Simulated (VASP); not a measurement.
Output of a VASP run:

### OUTCAR
```
 ion  position               nearest neighbor table
   1  0.500  0.500  0.500-   2 2.59   2 2.59   2 2.59   2 2.59   2 2.59   2 2.59   2 2.59   2 2.59
  LATTYP: Found a simple cubic cell.
 ALAT       =     2.9900000000
 Subroutine PRICEL returns:
 Original cell was already a primitive cell.
 Subroutine GETGRP returns: Found 48 space group operations
The static configuration has the point symmetry O_h .
The dynamic configuration has the point symmetry O_h .
 Subroutine INISYM returns: Found 48 space group operations
 Subroutine IBZKPT returns following result:
 Found     56 irreducible k-points:

 Following reciprocal coordinates:
            Coordinates               Weight
  0.000000  0.000000  0.000000      1.000000
  0.090909  0.000000  0.000000      6.000000
  0.181818  0.000000  0.000000      6.000000
  0.272727  0.000000  0.000000      6.000000
  0.363636  0.000000  0.000000      6.000000
  0.454545  0.000000  0.000000      6.000000
  0.090909  0.090909  0.000000     12.000000
  0.181818  0.090909  0.000000     24.000000
  0.272727  0.090909  0.000000     24.000000
  0.363636  0.090909  0.000000     24.000000
  0.454545  0.090909  0.000000     24.000000
  0.181818  0.181818  0.000000     12.000000
  0.272727  0.181818  0.000000     24.000000
  0.363636  0.181818  0.000000     24.000000
  0.454545  0.181818  0.000000     24.000000
  0.272727  0.272727  0.000000     12.000000
  0.363636  0.272727  0.000000     24.000000
  0.454545  0.272727  0.000000     24.000000
  0.363636  0.363636  0.000000     12.000000
  0.454545  0.363636  0.000000     24.000000
  0.454545  0.454545  0.000000     12.000000
  0.090909  0.090909  0.090909      8.000000
  0.181818  0.090909  0.090909     24.000000
  0.272727  0.090909  0.090909     24.000000
  0.363636  0.090909  0.090909     24.000000
  0.454545  0.090909  0.090909     24.000000
  0.181818  0.181818  0.090909     24.000000
  0.272727  0.181818  0.090909     48.000000
  0.363636  0.181818  0.090909     48.000000
  0.454545  0.181818  0.090909     48.000000
  0.272727  0.272727  0.090909     24.000000
  0.363636  0.272727  0.090909     48.000000
  0.454545  0.272727  0.090909     48.000000
  0.363636  0.363636  0.090909     24.000000
  0.454545  0.363636  0.090909     48.000000
  0.454545  0.454545  0.090909     24.000000
  0.181818  0.181818  0.181818      8.000000
  0.272727  0.181818  0.181818     24.000000
  0.363636  0.181818  0.181818     24.000000
  0.454545  0.181818  0.181818     24.000000
   k-points           NKPTS =     56   k-points in BZ     NKDIM =     56   number of bands    NBANDS=     12
   number of dos      NEDOS =    301   number of ions     NIONS =      2
   total plane-waves  NPLWV =  13824
   dimension x,y,z NGX =    24 NGY =   24 NGZ =   24
   dimension x,y,z NGXF=    48 NGYF=   48 NGZF=   48
   ions per type =               1   1
   PREC   = accura    normal or accurate (medium, high low for compatibility)
   ISTART =      0    job   : 0-new  1-cont  2-samecut
   ICHARG =      2    charge: 1-file 2-atom 10-const
   ISPIN  =      1    spin polarized calculation?
   LNONCOLLINEAR =      F non collinear calculations
   LSORBIT =      F    spin-orbit coupling
   INIWAV =      1    electr: 0-lowe 1-rand  2-diag
   ENCUT  =  520.0 eV  38.22 Ry    6.18 a.u.   5.56  5.56  5.56*2*pi/ulx,y,z
   NELM   =    100;   NELMIN=  2; NELMDL= -5     # of ELM steps
   EDIFF  = 0.1E-05   stopping-criterion for ELM
   LREAL  =      F    real-space projection
   NLSPLINE    = F    spline interpolate recip. space projectors
   LMAXMIX     =    4 max onsite mixed and CHGCAR
   VOSKOWN=      0    Vosko Wilk Nusair interpolation
   EDIFFG = -.1E-01   stopping-criterion for IOM
   NSW    =     60    number of steps for IOM
   NBLOCK =      1;   KBLOCK =     60    inner block; outer block
   IBRION =      2    ionic relax: 0-MD 1-quasi-New 2-CG
   NFREE  =      1    steps in history (QN), initial steepest desc. (CG)
...
```

OSZICAR:
```
...
DAV:  17    -0.442473817704E+02    0.13957E-03   -0.40191E-04  1492   0.188E-01    0.388E-03
DAV:  18    -0.442473747777E+02    0.69927E-05   -0.13965E-04  1440   0.162E-01    0.371E-03
DAV:  19    -0.442473706707E+02    0.41070E-05   -0.14834E-05  1344   0.624E-02    0.438E-03
DAV:  20    -0.442473667847E+02    0.38860E-05   -0.22294E-05  1484   0.417E-02    0.189E-03
DAV:  21    -0.442473684610E+02   -0.16763E-05   -0.22582E-06  1368   0.199E-02    0.612E-04
DAV:  22    -0.442473685538E+02   -0.92727E-07   -0.50449E-07   672   0.853E-03
   1 F= -.44247369E+02 E0= -.44247087E+02  d E =-.442474E+02
       N       E                     dE             d eps       ncg     rms          rms(c)
DAV:   1    -0.455345828212E+02   -0.12872E+01   -0.20998E+01  1372   0.652E+01    0.120E+01
DAV:   2    -0.442484909379E+02    0.12861E+01   -0.60134E+00  1376   0.300E+01    0.329E+00
DAV:   3    -0.442779693737E+02   -0.29478E-01   -0.33781E-01  1344   0.716E+00    0.192E+00
DAV:   4    -0.442716367231E+02    0.63327E-02   -0.45082E-01  1352   0.801E+00    0.856E-01
DAV:   5    -0.442285319109E+02    0.43105E-01   -0.15634E-01  1344   0.536E+00    0.377E-01
DAV:   6    -0.442347526486E+02   -0.62207E-02   -0.58059E-02  1344   0.298E+00    0.163E-01
DAV:   7    -0.442275832425E+02    0.71694E-02   -0.17202E-02  1352   0.154E+00    0.828E-02
DAV:   8    -0.442267227073E+02    0.86054E-03   -0.62050E-03  1368   0.956E-01    0.384E-02
DAV:   9    -0.442264356288E+02    0.28708E-03   -0.10473E-03  1360   0.369E-01    0.295E-02
DAV:  10    -0.442264500771E+02   -0.14448E-04   -0.19130E-04  1480   0.175E-01    0.201E-02
DAV:  11    -0.442263730098E+02    0.77067E-04   -0.80339E-04  1344   0.360E-01    0.111E-02
DAV:  12    -0.442263587433E+02    0.14266E-04   -0.11493E-04  1352   0.154E-01    0.865E-03
DAV:  13    -0.442263459797E+02    0.12764E-04   -0.34669E-05  1344   0.819E-02    0.200E-03
DAV:  14    -0.442263450836E+02    0.89601E-06   -0.56804E-06  1436   0.316E-02
   2 F= -.44226345E+02 E0= -.44225956E+02  d E =0.210235E-01
       N       E                     dE             d eps       ncg     rms          rms(c)
DAV:   1    -0.447875530795E+02   -0.56121E+00   -0.85137E+00  1380   0.427E+01    0.588E+00
DAV:   2    -0.443395780468E+02    0.44798E+00   -0.30566E+00  1380   0.207E+01    0.139E+00
DAV:   3    -0.442863323203E+02    0.53246E-01   -0.36328E-01  1344   0.672E+00    0.862E-01
DAV:   4    -0.442751175552E+02    0.11215E-01   -0.20748E-01  1344   0.548E+00    0.618E-01
DAV:   5    -0.442641503381E+02    0.10967E-01   -0.10875E-01  1352   0.427E+00    0.277E-01
DAV:   6    -0.442596624957E+02    0.44878E-02   -0.41151E-02  1344   0.244E+00    0.578E-02
DAV:   7    -0.442600310903E+02   -0.36859E-03   -0.29231E-02  1352   0.191E+00    0.724E-02
DAV:   8    -0.442580170298E+02    0.20141E-02   -0.86986E-03  1352   0.103E+00    0.206E-02
DAV:   9    -0.442579474745E+02    0.69555E-04   -0.69084E-04  1360   0.345E-01    0.200E-02
DAV:  10    -0.442579269213E+02    0.20553E-04   -0.12299E-04  1468   0.117E-01    0.106E-02
DAV:  11    -0.442579104352E+02    0.16486E-04   -0.43117E-05  1384   0.959E-02    0.415E-03
DAV:  12    -0.442578990704E+02    0.11365E-04   -0.30582E-05  1344   0.720E-02    0.255E-03
DAV:  13    -0.442578949720E+02    0.40984E-05   -0.18480E-05  1364   0.572E-02    0.130E-03
DAV:  14    -0.442578934011E+02    0.15709E-05   -0.62274E-06  1344   0.340E-02    0.899E-04
DAV:  15    -0.442578931984E+02    0.20272E-06   -0.13669E-06   904   0.169E-02
   3 F= -.44257893E+02 E0= -.44257580E+02  d E =-.105246E-01
```

### OUTCAR
```
------------------------ aborting loop because EDIFF is reached ----------------------------------------
  FORCE on cell =-STRESS in cart. coord.  units (eV):
  Direction    XX          YY          ZZ          XY          YZ          ZX
  --------------------------------------------------------------------------------------
  Total        0.0170616      0.0170616      0.0170616      0.0000000      0.0000000     -0.0000000
  in kB        1.0470105      1.0470105      1.0470105      0.0000000      0.0000000     -0.0000000
  external PRESSURE =       1.0470105 kB  Pullay stress =       0.0000000 kB
  volume of cell :       26.11
      direct lattice vectors                 reciprocal lattice vectors
     2.966603309 -0.000000000  0.000000000     0.337085851  0.000000000  0.000000000
    -0.000000000  2.966603309  0.000000000     0.000000000  0.337085851  0.000000000
    -0.000000000 -0.000000000  2.966603309    -0.000000000 -0.000000000  0.337085851
 POSITION                                       TOTAL-FORCE (eV/Angst)
 -----------------------------------------------------------------------------------
      1.48330      1.48330      1.48330        -0.000000      0.000000      0.000000
      0.00000      0.00000      0.00000         0.000000     -0.000000      0.000000
 -----------------------------------------------------------------------------------
    total drift:                                0.000000      0.000000      0.000000
  FREE ENERGIE OF THE ION-ELECTRON SYSTEM (eV)
  ---------------------------------------------------
  free  energy   TOTEN  =       -44.2578931984 eV

  energy  without entropy=      -44.2569545688  energy(sigma->0) =      -44.25758032

 reached required accuracy - stopping structural energy minimisation
```
(Selected blocks of OUTCAR.)

### POSCAR
```
RuAl
1
    2.9900000000     0.0000000000     0.0000000000
    0.0000000000     2.9900000000     0.0000000000
    0.0000000000     0.0000000000     2.9900000000
Al Ru
1 1
Direct
  0.5000000000   0.5000000000   0.5000000000
  0.0000000000   0.0000000000   0.0000000000
```

Task: Reconstruct the remaining input files.

Result: Several could match; the one computed here: the input of the run itself, SCAN meta-GGA, plane waves, VASP's PBE PAW potentials (set 64).

**INCAR**
```
ALGO = Normal
EDIFF = 1E-6
EDIFFG = -0.01
ENCUT = 520
IBRION = 2
ISIF = 3
ISMEAR = 1
LASPH = .TRUE.
LCHARG = .FALSE.
LMAXMIX = 4
LMIXTAU = .TRUE.
LREAL = .FALSE.
LWAVE = .FALSE.
METAGGA = SCAN
NELM = 100
NSW = 60
PREC = Accurate
SIGMA = 0.1
SYSTEM = RuAl
```

File KPOINTS:
```
Regular mesh
0
gamma
11 11 11
0 0 0
```

POTCAR, in this order: Al Ru_pv (PBE.64 set). Program: vasp_std.

Energy and stress use the plane-wave basis of the starting cell.

The compound is RuAl in the CsCl type structure. This run relaxes it. Symmetry was kept, so distortions that lower it aren't found. The electron count is odd and the run is not spin-polarised, which forces a metal.
